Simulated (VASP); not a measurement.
Consider the following.

```yaml
crystal:
  lattice:
    - [0.00000, 2.74742, 2.74742]
    - [2.74742, 0.00000, 2.74742]
    - [2.74742, 2.74742, 0.00000]
  atoms:
    - { symbol: Ca, position: [0.00000, 0.00000, 0.00000] }
```

All values below come from AM05 GGA, VASP's PBE PAW potentials (set 64) (plane waves; VASP 6.6.1). Numerical set-up: 520 eV cut-off, 12×12×12 Γ-centred mesh, first-order Methfessel-Paxton smearing of 0.10 eV, potentials Ca_sv.

Q: Give the energy at these volumes per atom, relative to the lowest: 38.92, 40.16, 41.41, 42.65, 43.89 Å³.

A: 9.3, 2.4, 0.0, 1.7, 7.1 meV/atom. A third-order Birch-Murnaghan fit gives B0 = 17.5 GPa and B0′ = 2.8.

Measured: a 5.553 Å at 0 K (computed value off by -1.0 %), as given by Gábor I. Csonka et al., Physical Review B (2009), arXiv:0903.4037 [low-temperature or extrapolated to 0 K; zero-point anharmonic expansion removed].

The compound is Ca in the fcc structure. It was relaxed first.
